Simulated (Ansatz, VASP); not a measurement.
## H3Pt: VASP beside Ansatz

Wanted: the spread between two codes on one cell, functional and k mesh. The two relaxations start from unlike cells of this crystal (the structure described is Ansatz's start), so only their ends are compared.

Main program and level: Ansatz 0.2.0; plane waves, with VASP 6.6.1 beside it; relaxation of cell and atoms at PBEsol.

## 1. Starting point

Symmetry: Pm-3m, No. 221, cubic system. The conventional cell has a = 2.686 Å, b = 2.686 Å, c = 2.686 Å, α = 90.00°, β = 90.00°, γ = 90.00°. Nearest to Pt lie 12 H at 1.90 Å. H has 8 H at 1.90 Å and 4 Pt at 1.90 Å nearest. Farther neighbours are not listed.

Coordinates:

```
Pt H
1.0
     2.68600    0.00000    0.00000
     0.00000    2.68600    0.00000
     0.00000    0.00000    2.68600
Pt H
1 3
Direct
  0.00000 0.00000 0.00000
  0.50000 0.50000 0.00000
  0.50000 0.00000 0.50000
  0.00000 0.50000 0.50000
```

## 2. VASP: relaxation of cell and atoms, PBEsol

The relaxed volume is the usual yardstick between codes: in a stiff, nearly cubic crystal its relative difference is about their pressure difference at one cell divided by the bulk modulus.

Lines of VASP's logs that name or quote its potential files are left out, and so is its time.

INCAR

```
SYSTEM = H3Pt
PREC = Accurate
ENCUT = 500
EDIFF = 1E-07
NELM = 120
ISMEAR = -1
SIGMA = 0.05
LREAL = .FALSE.
ALGO = Normal
GGA = PS
NBANDS = 12
LASPH = .TRUE.
LORBIT = 11
LWAVE = .FALSE.
LCHARG = .FALSE.
ISIF = 3
IBRION = 2
NSW = 80
EDIFFG = -0.005
GGA_COMPAT = .FALSE.
NELMIN = 4
```

POSCAR

```
H3Pt
1.0
    2.9286952834      0.0000000000      0.0000000000
    0.0000000000      2.9286952834      0.0000000000
    0.0000000000      0.0000000000      2.9286952834
Pt H
1 3
Direct
    0.0000000000      0.0000000000      0.0000000000
    0.5000000000      0.5000000000      0.0000000000
    0.5000000000      0.0000000000      0.5000000000
    0.0000000000      0.5000000000      0.5000000000
```

KPOINTS

```
Automatic mesh
0
Gamma
10 10 10
0 0 0
```

The projector-augmented-wave data sets are Pt and H (PBE family, release 64).

On the command line:

```
$ mpirun -np 1 vasp_std
```

Numbers of over 12 decimals in the logs are rounded to 6 here.

Log:

```text
[banner, memory and clock lines left out]
running    1 mpi-ranks, on    1 nodes
 distrk:  each k-point on    1 cores,    1 groups
 distr:  one band on    1 cores,    1 groups

 POSCAR found type information on POSCAR PtH
 POSCAR found :  2 types and       4 ions
|                                                                             |
|               ----> ADVICE to this user running VASP <----                  |
|                                                                             |
|     You enforced a specific xc type in the INCAR file but a different       |
|     [... a line on the potential file left out ...]
|     I HOPE YOU KNOW WHAT YOU ARE DOING!                                     |
|                                                                             |

 LDA part: xc-table for (Slater+PW92), standard interpolation
 POSCAR, INCAR and KPOINTS ok, starting setup
 FFT: planning ... GRIDC
 FFT: planning ... GRID_SOFT
 FFT: planning ... GRID
 WAVECAR not read
 entering main loop
       N       E                     dE             d eps       ncg     rms          rms(c)
DAV:   1     0.368562061420E+02    0.36856E+02   -0.60658E+03  1424   0.912E+02
DAV:   2    -0.148596171655E+02   -0.51716E+02   -0.47861E+02  1596   0.178E+02
DAV:   3    -0.158178644592E+02   -0.95825E+00   -0.95294E+00  1544   0.238E+01
DAV:   4    -0.158219527294E+02   -0.40883E-02   -0.40876E-02  1440   0.176E+00
DAV:   5    -0.158219903706E+02   -0.37641E-04   -0.37640E-04  1540   0.177E-01    0.163E+01
DAV:   6    -0.152699239296E+02    0.55207E+00   -0.30468E+00  1416   0.128E+01    0.846E+00
DAV:   7    -0.152481121118E+02    0.21812E-01   -0.75109E-02  1400   0.236E+00    0.457E+00
DAV:   8    -0.152404374916E+02    0.76746E-02   -0.22734E-03  1448   0.424E-01    0.921E-02
DAV:   9    -0.152403941916E+02    0.43300E-04   -0.45001E-04  1444   0.164E-01    0.294E-02
DAV:  10    -0.152404167655E+02   -0.22574E-04   -0.21159E-05  1392   0.386E-02    0.888E-03
DAV:  11    -0.152404165569E+02    0.20860E-06   -0.39127E-07  1504   0.497E-03    0.154E-03
DAV:  12    -0.152404165794E+02   -0.22495E-07   -0.35176E-08   944   0.148E-03
   1 F= -.15240417E+02 E0= -.15236831E+02  d E =-.152404E+02
 curvature:   0.00 expect dE= 0.000E+00 dE for cont linesearch  0.000E+00
 trial: gam= 0.00000 g(F)=  0.000E+00 g(S)=  0.774E-04 ort = 0.000E+00 (trialstep = 0.100E+01)
 search vector abs. value=  0.774E-04
 bond charge predicted
       N       E                     dE             d eps       ncg     rms          rms(c)
DAV:   1    -0.152407781937E+02   -0.36164E-03   -0.59098E-03  1388   0.723E-01    0.125E-01
DAV:   2    -0.152404544572E+02    0.32374E-03   -0.16552E-03  1416   0.316E-01    0.452E-02
DAV:   3    -0.152404501653E+02    0.42918E-05   -0.16122E-05  1392   0.348E-02    0.276E-02
DAV:   4    -0.152404475862E+02    0.25791E-05   -0.43012E-06  1448   0.137E-02    0.209E-03
DAV:   5    -0.152404475820E+02    0.42937E-08   -0.30411E-07  1348   0.420E-03
   2 F= -.15240448E+02 E0= -.15236866E+02  d E =-.310026E-04
 trial-energy change:   -0.000031  1 .order   -0.000032   -0.000077    0.000013
 step:   0.8482(harm=  0.8605)  dis= 0.00000  next Energy=   -15.240449 (dE=-0.320E-04)
 reached required accuracy - stopping structural energy minimisation
```

Parts of OUTCAR (step 2):

```text
ion  position               nearest neighbor table
   1  0.000  0.000  0.000-   2 2.07   3 2.07   4 2.07   3 2.07   4 2.07   2 2.07   4 2.07   4 2.07
                             2 2.07   3 2.07   3 2.07   2 2.07
   2  0.500  0.500  0.000-   1 2.07   1 2.07   1 2.07   1 2.07
   3  0.500  0.000  0.500-   1 2.07   1 2.07   1 2.07   1 2.07
   4  0.000  0.500  0.500-   1 2.07   1 2.07   1 2.07   1 2.07

  LATTYP: Found a simple cubic cell.
 ALAT       =     2.9286952834

 Subroutine GETGRP returns: Found 48 space group operations
 (whereof 48 operations were pure point group operations)

The static configuration has the point symmetry O_h .

 Found     56 irreducible k-points:

   k-points           NKPTS =     56   k-points in BZ     NKDIM =     56   number of bands    NBANDS=     12

   dimension x,y,z NGX =    24 NGY =   24 NGZ =   24
   dimension x,y,z NGXF=    48 NGYF=   48 NGZF=   48

   ENCUT  =  500.0 eV  36.75 Ry    6.06 a.u.   5.34  5.34  5.34*2*pi/ulx,y,z

   NELECT =      13.0000    total number of electrons

 k-points in reciprocal lattice and weights: Automatic mesh
   0.00000000  0.00000000  0.00000000       0.001
   0.10000000  0.00000000  0.00000000       0.006
   0.20000000  0.00000000  0.00000000       0.006
   0.30000000  0.00000000  0.00000000       0.006
   0.40000000  0.00000000  0.00000000       0.006
   0.50000000  0.00000000  0.00000000       0.003
   0.10000000  0.10000000  0.00000000       0.012
   0.20000000  0.10000000  0.00000000       0.024
   0.30000000  0.10000000  0.00000000       0.024
[...]
0.50000000  0.50000000  0.40000000       0.006
   0.50000000  0.50000000  0.50000000       0.001

 average (electrostatic) potential at core
       1 -66.3141       2 -29.4296       3 -29.4296       4 -29.4296

 E-fermi :   8.4822

 k-point     1 :       0.0000    0.0000    0.0000
  band No.  band energies     occupation
    ...
      2       1.1336      2.00000
      3       1.1336      2.00000
      4       5.9480      2.00000
      5       5.9480      2.00000
      6       5.9480      2.00000
      7      12.6816      0.00000
      8      12.6816      0.00000
      9      15.7286      0.00000
     10      15.7286      0.00000
     11      15.7286      0.00000
    ...

 k-point     2 :       0.1000    0.0000    0.0000
  band No.  band energies     occupation
    ...
      2       1.1912      2.00000
      3       1.2367      2.00000
      4       5.7613      2.00000
      5       5.7613      2.00000
      6       5.9612      2.00000
      7      11.6433      0.00000
      8      12.2890      0.00000
      9      15.5851      0.00000
     10      16.1086      0.00000
     11      16.1086      0.00000
    ...

 k-point     3 :       0.2000    0.0000    0.0000
  band No.  band energies     occupation
    ...
      2       1.2617      2.00000
      3       1.5285      2.00000
      4       5.3173      2.00000
      5       5.3173      2.00000
      6       5.9962      2.00000
      7       9.8525      0.00000
      8      11.3154      0.00000
      9      15.7297      0.00000
     10      17.1169      0.00000
     11      17.1169      0.00000
    ...

  Total       -0.0075013     -0.0075013     -0.0075013     -0.0000000     -0.0000000      0.0000000
  in kB       -0.4776365     -0.4776365     -0.4776365     -0.0000000     -0.0000000      0.0000000
  external PRESSURE =      -0.4776365 kB  Pullay stress =       0.0000000 kB

  energy-cutoff  :      500.00
  volume of cell :       25.16
      direct lattice vectors                 reciprocal lattice vectors
     2.930329109  0.000000000  0.000000000     0.341258597  0.000000000  0.000000000
    -0.000000000  2.930329109  0.000000000    -0.000000000  0.341258597  0.000000000
    -0.000000000 -0.000000000  2.930329109    -0.000000000 -0.000000000  0.341258597

 POSITION                                       TOTAL-FORCE (eV/Angst)
 -----------------------------------------------------------------------------------
      0.00000      0.00000      0.00000        -0.000000      0.000000      0.000000
      1.46516      1.46516      0.00000         0.000000      0.000000      0.000000
      1.46516     -0.00000      1.46516        -0.000000     -0.000000      0.000000
     -0.00000      1.46516      1.46516        -0.000000      0.000000      0.000000
 -----------------------------------------------------------------------------------
    total drift:                                0.000000      0.000000      0.000000

  FREE ENERGIE OF THE ION-ELECTRON SYSTEM (eV)
  ---------------------------------------------------
  free  energy   TOTEN  =       -15.2404475820 eV

  energy  without entropy=      -15.2332846615  energy(sigma->0) =      -15.23686612

 reached required accuracy - stopping structural energy minimisation

 total charge
# of ion       s       p       d       tot
------------------------------------------
    1        0.592   0.641   8.187   9.420
    2        0.410   0.025   0.000   0.435
    3        0.410   0.025   0.000   0.435
    4        0.410   0.025   0.000   0.435
--------------------------------------------------
tot          1.821   0.717   8.187  10.725

[... 3 further parts left out ...]
```

CONTCAR:

```
H3Pt
   1.00000000000000
     2.9303291087115908    0.0000000000000000    0.0000000000000000
    -0.0000000000000000    2.9303291087115908    0.0000000000000000
    -0.0000000000000000   -0.0000000000000000    2.9303291087115908
  Pt              H
     1     3
Direct
     0.0000000000000000    0.0000000000000000    0.0000000000000000
     0.5000000000000000    0.5000000000000000    0.0000000000000000
     0.5000000000000000    0.0000000000000000    0.5000000000000000
     0.0000000000000000    0.5000000000000000    0.5000000000000000
```

## 3. Ansatz: relaxation of cell and atoms, PBEsol

Ansatz runs on its PAW soft_1 files.

Its own start cell and the same functional, mesh and smearing now go to Ansatz, which takes its cutoff from its data sets.

input.yaml

```yaml
crystal:
  lattice:
    - [2.686, 0.0, 0.0]
    - [0.0, 2.686, 0.0]
    - [0.0, 0.0, 2.686]
  atoms:
    - { symbol: Pt, position: [0.0, 0.0, 0.0] }
    - { symbol: H, position: [0.5, 0.5, 0.0] }
    - { symbol: H, position: [0.5, 0.0, 0.5] }
    - { symbol: H, position: [0.0, 0.5, 0.5] }
kpoints:
  mp_grid: { grid: [10, 10, 10] }
scf:
  occupations: { method: fermi_dirac, width: 0.05 }
hamiltonian:
  xc: pbesol
  pseudopotentials: { kind: paw, azcp: { folder: soft_1 }, xc_functional: pbe }
relax:
  f_tol: 0.015
  max_steps: 70
  cell: {}
output:
  forces: true
  stress: true
```

On the command line:

```
$ ansatz run input.yaml --threads 4 --pin off --max-ram 8192MiB --backend cpu --events-out ev --progress --plain --runs-dir out
```

Log:

```text
Engine: ansatz 0.2.0, aarch64-unknown-linux-gnu
Pseudopotentials: kind: paw
Pseudopotential: Pt, paw, valence charge 18, recommended cutoff 420 eV (normal), soft_1/Pt.paw.azcp
Pseudopotential: H, paw, valence charge 1, recommended cutoff 420 eV (normal), soft_1/H.paw.azcp
Functional definition: PBEsol
  exchange = pbesol_x
  correlation = pbesol_c
Crystal: 4 atoms, lattice volume = 19.378 Å³
Basis set: ecut = 420 eV, 389 PW (Γ), exchange–correlation on 36×36×36 points (8 copies of the dense FFT grid, shifted against one another)
Bands: 15, of which v1, the nominal top of the filled ones, is band 11 counted from 1 (10 counted from 0)
Symmetry: 48 space group operations
Space group: Pm-3m (ITA 221), of the structure as read, at distance tolerance 2.7e-5 Å
k-points: 56 of 1000
Non-local potential: Pt, projectors of the file, l = 0: 3, l = 1: 2, l = 2: 2, l = 3: 1
Non-local potential: H, projectors of the file, l = 0: 2, l = 1: 1
PAW form: soft (Blöchl's): semilocal exchange-correlation on the pseudo side does not see the compensation charge
PAW frozen core: Pt, regenerated for the run's functional, and the local potential with it (the file was generated under x = pbe(κ = 0.804, μ = 0.219515), c = pbe(β = 0.066725))
PAW one-centre angular grid: Pt, 590 points (default); XC on 64 Gauss nodes
PAW one-centre angular grid: H, 110 points (default); XC on 64 Gauss nodes
Initial density: superposition of atomic densities (chi_scale 0.1, normalization cell, long waves kept (reshape's long-wave potential 0.00 eV rms))
Initial wavefunctions: pseudopotential atomic-orbital guess
Functional: x = pbesol(κ = 0.804, μ = 0.123457), c = pbesol(β = 0.046)
SCF iter   1: F=—  HF=-12429.907336 eV  |F-HF|=—  |Δ(HF+E_count)|=         —  Δρ=1.05e-1  dr2=2.19e0  ethr=3.10e-3  ⟨swp⟩=5.2  Hψ=4067  notcnv=0
preconditioner: auto → none  [metal: Δε(μ)=0.032 eV  Ē_g=13.790 eV  σ=0.050 eV  W_gap=0.16  n_scr=6 (ndim 8)  ℏωp=30.4 eV  f_vac=0.000  D(μ)=1.61/eV (n_scr^D=18)  sad-step TF]
SCF iter   2: F=—  HF=-12429.581284 eV  |F-HF|=—  |Δ(HF+E_count)|=   3.26e-1  Δρ=6.70e-2  dr2=8.98e-1  ethr=3.10e-3  ⟨swp⟩=2.0  Hψ=1509  notcnv=0  defer=10
SCF iter   3: F=—  HF=-12429.342573 eV  |F-HF|=—  |Δ(HF+E_count)|=   2.39e-1  Δρ=1.07e-2  dr2=2.32e-2  ethr=3.10e-3  ⟨swp⟩=2.1  Hψ=1312  notcnv=0  defer=11
SCF iter   4: F=—  HF=-12429.336851 eV  |F-HF|=—  |Δ(HF+E_count)|=   5.72e-3  Δρ=1.40e-3  dr2=2.79e-4  ethr=1.11e-4  ⟨swp⟩=2.1  Hψ=1506  notcnv=0  defer=13
SCF iter   5: F=—  HF=-12429.336819 eV  |F-HF|=—  |Δ(HF+E_count)|=   3.24e-5  Δρ=1.34e-4  dr2=2.57e-6  ethr=1.33e-6  ⟨swp⟩=2.2  Hψ=1099  notcnv=0  defer=13
SCF iter   6: F=—  HF=-12429.336785 eV  |F-HF|=—  |Δ(HF+E_count)|=   3.36e-5  Δρ=1.06e-5  dr2=2.07e-8  ethr=4.76e-10  ⟨swp⟩=4.8  Hψ=2878  notcnv=0
SCF iter   7: F=-12429.336785 eV  HF=-12429.336785 eV  |F-HF|=1.46e-11  |Δ(HF+E_count)|=   5.13e-9  Δρ=3.82e-7  dr2=2.24e-11  ethr=9.88e-11  ⟨swp⟩=2.0  Hψ=2588  notcnv=0
SCF 1 converged in 7 iterations: F = -12429.336785 eV  dr2 = 2.24e-11
  greatest PAW one-centre occupation: 1.000 electrons in one spin orbital (limit 2), on the Pt atom at site 0 (counted from 0), in its partial waves of l = 0
relax step   1: F+E_penalty+E_count = -12429.33678522 eV  Δ(F+E_penalty+E_count) = +0.000e0 eV  max|allowed force component| = 3.102e-30 eV/Å  Δτ_max = 0.0000 Å  P = +94.944 GPa  Ω = 19.378 Å³  (7 SCF iters, dr2 threshold 1.00e-7 eV, accepted)
[...]
relax step   6: F+E_penalty+E_count = -12430.70895082 eV  Δ(F+E_penalty+E_count) = -1.673e-2 eV  max|allowed force component| = 6.368e-31 eV/Å  Δτ_max = 0.0000 Å  P = +0.632 GPa  Ω = 25.122 Å³  stress off target by 6.32e-1 GPa  SCF on the basis re-selected at this cell (its energy is not comparable with the rows above)  (6 SCF iters)
[...]
relax step   7: F+E_penalty+E_count = -12430.70900657 eV  Δ(F+E_penalty+E_count) = -5.575e-5 eV  max|allowed force component| = 2.059e-31 eV/Å  Δτ_max = 0.0000 Å  P = +0.027 GPa  Ω = 25.196 Å³  energy of the carried Pulay correction = -9.541e-5 eV  (6 SCF iters, dr2 threshold 4.00e-7 eV, accepted)
[...]
relax step   8: F+E_penalty+E_count = -12430.70904776 eV  Δ(F+E_penalty+E_count) = -4.119e-5 eV  max|allowed force component| = 1.027e-31 eV/Å  Δτ_max = 0.0000 Å  P = +0.025 GPa  Ω = 25.196 Å³  stress off target by 2.55e-2 GPa  SCF on the basis re-selected at this cell (its energy is not comparable with the rows above)  (7 SCF iters)
basis re-selected at this cell: Δ(F+E_penalty+E_count) = -4.119e-5 eV, ΔP = -0.002 GPa vs the last step (what re-selecting the basis moved, of the pressure what is left beyond the Pulay correction that the steps carried, after the strain that the cell walked since its last selection, with what the two solves' SCF thresholds leave and, on support functions, any second-order correction that the steps lacked; it is no m [...]
SCF converged after 7 iterations
Free energy (F): -12430.709048 eV
Harris-Foulkes:  -12430.709048 eV  (|F-HF|=5.46e-12)
Internal energy: -12430.701846 eV  (E = F + TS)
E sigma→0 (E₀):  -12430.705447 eV
Entropy (-TS):   -0.007202 eV (-1.800 meV/atom)
Fermi energy:    16.009603 eV
--- Per-component energies (eV) ---
  E_band       = -254.185909
  E_kinetic    = 634.348483
  E_local      = -1985.745116  (includes V_loc(G=0)·N_el)
  E_nonlocal   = 209.129700
  E_hartree    = 757.269234
  E_xc         = -257.005182
  E_vxc        = -304.842460  (∫ρ·V_xc dr)
  E_paw        = -9347.303643  (= ΣΔE_a)
  E_vpaw       = -321.613426  (= ΣTr[D̂ρ^β])
  E_aug_tail   = -0.001557  (compensation charges beyond the density's cutoff)
  E_ewald      = -2441.680796
  E_core_change = 0.287031  (= ΣΔE_core)
  E_smearing   = -0.007202  (= −TS)
  E_closure    = 0.000000  (closes the sum)
  Σ components = -12430.709048   (vs F -12430.709048, Δ=0.00e0)
--- Forces (eV/Å), atoms counted from 1 ---
  atom   1  Pt    -0.00000000    -0.00000000    -0.00000000
  atom   2  H     -0.00000000    -0.00000000    -0.00000000
  atom   3  H      0.00000000    -0.00000000     0.00000000
  atom   4  H      0.00000000     0.00000000     0.00000000
  max |Σ_I F_I| component: 1.75e-31 eV/Å
--- Stress (GPa, compression-positive) ---
        0.025471      -0.000000      -0.000000
        0.000000       0.025471      -0.000000
       -0.000000      -0.000000       0.025471
  P = ⅓ Tr σ = 0.0255 GPa (0.255 kbar)
--- Relaxed structure (6 steps of the walk, 6 accepted, 2 SCFs on fresh bases) ---
  F+E_penalty+E_count = -12430.70904776 eV   max|allowed force component| = 1.027e-31 eV/Å   (the final SCF, on the basis selected at the relaxed cell)
  cell:  # Å, volume = 25.1956 Å³
    - [2.931624, 0, 0]
    - [0, 2.931624, 0]
    - [0, 0, 2.931624]
  atoms:
    - { symbol: Pt, position: [0, 0, 0] }
    - { symbol: H, position: [0.5, 0.5, 0] }
    - { symbol: H, position: [0.5, 0, 0.5] }
    - { symbol: H, position: [0, 0.5, 0.5] }
```

## 4. Differences

Known differences besides the potentials themselves: the data sets hold 21 valence electrons in Ansatz (on its PAW soft_1 files) and 13 in VASP; the cutoff is 420 eV in Ansatz and 500 eV in VASP; Ansatz makes its cores anew for this functional, VASP keeps those of its PBE data sets; Ansatz adds a Pulay correction to the stress that steers its cell, VASP none. Total energies have different zeros and are not compared.

The two programs side by side:

```csv
quantity,Ansatz,VASP,difference
volume (Å³),25.20,25.16,+0.13 %
"edge a after relaxation, in the typed setting (Å)",2.932,2.930,+0.04 %
```

## 5. What came out

| Quantity | Value |
| --- | --- |
| difference in volume (relaxation of cell and atoms, PBEsol) | 0.13 % |

**Reading.** The difference in volume is 0.13 % (relaxation of cell and atoms, PBEsol), within the 1.2 % picked in this series as the mark of a large difference, as far as the stopping tolerances let one tell. The data sets hold unlike numbers of valence electrons (21 in Ansatz and 13 in VASP), so part of the differences comes from the potentials. How closely two codes agree says nothing of how well the functional describes the real material.

[Lines on the potential files, build, host, timing and source positions are cut from VASP's logs without a mark.]

[Logs are printed without paths, hosts, clocks, repeated set-up lines and the standing remarks that a program may print on its own settings, such as how far it seeks lower states.]

[Hosts, paths, dates, database ids (printed as entryN), source tags and the programs' standing remarks are cut or masked in the printed files.]
